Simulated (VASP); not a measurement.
Level of theory: PBEsol GGA, VASP's PBE PAW potentials (set 64) (plane waves; VASP).

Input for VASP

**KPOINTS**
```
Automatic mesh
0
G
8 8 8
0 0 0
```

**POSCAR**
```
NaCl
2.7959930
 -0.0074999994   0.9999999131   0.9999999131
  0.9924999137   0.0000000000   0.9924999137
  0.9999999131   0.9999999131  -0.0074999994
Na Cl
1 1
Direct
  0.0000000000   0.0000000000   0.0000000000
  0.5000000000   0.5000000000   0.5000000000
```

**INCAR**
```
SYSTEM = NaCl
PREC = Accurate
ENCUT = 480
EDIFF = 1E-7
NELM = 100
ALGO = Normal
LREAL = .FALSE.
LASPH = .TRUE.
ISMEAR = 0
SIGMA = 0.05
GGA = PS
LWAVE = .FALSE.
LCHARG = .FALSE.
ISIF = 2
```

POTCAR, in this order: Na_pv Cl (PBE.64 set). Program: vasp_std.

The resulting files:

**OUTCAR**
```
 ion  position               nearest neighbor table
   1  0.000  0.000  0.000-
   2  0.500  0.500  0.500-
  LATTYP: Found a body centered orthorhombic cell.
 ALAT       =     3.9244748955
 B/A-ratio  =     1.0151133501
 C/A-ratio  =     1.4249003147
 Subroutine PRICEL returns:
 Original cell was already a primitive cell.
 Subroutine GETGRP returns: Found  8 space group operations
The static configuration has the point symmetry D_2h.
The dynamic configuration has the point symmetry D_2h.
 Subroutine INISYM returns: Found  8 space group operations
 Subroutine IBZKPT returns following result:
 Found     95 irreducible k-points:

 Following reciprocal coordinates:
            Coordinates               Weight
  0.000000  0.000000  0.000000      1.000000
  0.125000  0.000000  0.000000      4.000000
  0.250000  0.000000  0.000000      4.000000
  0.375000  0.000000  0.000000      4.000000
  0.500000  0.000000  0.000000      2.000000
 -0.000000  0.125000 -0.000000      4.000000
  0.125000  0.125000 -0.000000      4.000000
  0.250000  0.125000 -0.000000      8.000000
  0.375000  0.125000  0.000000      8.000000
  0.500000  0.125000  0.000000      8.000000
 -0.375000  0.125000 -0.000000      8.000000
 -0.250000  0.125000 -0.000000      8.000000
 -0.125000  0.125000 -0.000000      8.000000
 -0.000000  0.250000 -0.000000      4.000000
  0.125000  0.250000 -0.000000      8.000000
  0.250000  0.250000 -0.000000      4.000000
  0.375000  0.250000  0.000000      8.000000
  0.500000  0.250000 -0.000000      8.000000
 -0.375000  0.250000  0.000000      8.000000
 -0.250000  0.250000 -0.000000      8.000000
 -0.125000  0.250000 -0.000000      8.000000
 -0.000000  0.375000 -0.000000      4.000000
...
```

**OSZICAR**
```
       N       E                     dE             d eps       ncg     rms          rms(c)
DAV:   1     0.922776043596E+02    0.92278E+02   -0.71166E+03  2104   0.123E+03
DAV:   2     0.784594195037E+00   -0.91493E+02   -0.85238E+02  2436   0.271E+02
DAV:   3    -0.698967812516E+01   -0.77743E+01   -0.77257E+01  2527   0.794E+01
DAV:   4    -0.715476595650E+01   -0.16509E+00   -0.16488E+00  2372   0.128E+01
DAV:   5    -0.715856804257E+01   -0.38021E-02   -0.38017E-02  2707   0.190E+00    0.192E+00
DAV:   6    -0.700496580985E+01    0.15360E+00   -0.30258E-01  2472   0.447E+00    0.140E+00
DAV:   7    -0.699422155619E+01    0.10744E-01   -0.68900E-02  2784   0.206E+00    0.919E-01
DAV:   8    -0.699760487032E+01   -0.33833E-02   -0.71436E-03  2258   0.964E-01    0.227E-01
DAV:   9    -0.699754418077E+01    0.60690E-04   -0.17812E-04  2531   0.129E-01    0.131E-01
DAV:  10    -0.699761657584E+01   -0.72395E-04   -0.23097E-04  2252   0.115E-01    0.439E-02
DAV:  11    -0.699760863506E+01    0.79408E-05   -0.17493E-05  2438   0.346E-02    0.134E-02
DAV:  12    -0.699760796631E+01    0.66875E-06   -0.29916E-06  2252   0.121E-02    0.394E-03
DAV:  13    -0.699760815298E+01   -0.18666E-06   -0.11062E-07  2315   0.257E-03    0.100E-03
DAV:  14    -0.699760815250E+01    0.47316E-09   -0.37542E-09  1246   0.643E-04
   1 F= -.69976082E+01 E0= -.69976082E+01  d E =-.845310E-12
```

### OUTCAR
```
------------------------ aborting loop because EDIFF is reached ----------------------------------------
  FORCE on cell =-STRESS in cart. coord.  units (eV):
  Direction    XX          YY          ZZ          XY          YZ          ZX
  --------------------------------------------------------------------------------------
  Total        0.0295094      0.0283440      0.0295094      0.0000000      0.0000000      0.0492740
  in kB        1.0815753      1.0388617      1.0815753      0.0000000      0.0000000      1.8059883
  external PRESSURE =       1.0673374 kB  Pullay stress =       0.0000000 kB
  volume of cell :       43.71
      direct lattice vectors                 reciprocal lattice vectors
    -0.020969946  2.795992757  2.795992757    -0.177496138  0.178827359  0.177496138
     2.775022811  0.000000000  2.775022811     0.180178699 -0.178827359  0.180178699
     2.795992757  2.795992757 -0.020969946     0.177496138  0.178827359 -0.177496138
  FREE ENERGIE OF THE ION-ELECTRON SYSTEM (eV)
  ---------------------------------------------------
  free  energy   TOTEN  =        -6.9976081525 eV

  energy  without entropy=       -6.9976081525  energy(sigma->0) =       -6.99760815
```
(Selected blocks of OUTCAR.)

The compound is NaCl in the rock salt structure. This cell was strained or had an atom moved on purpose.
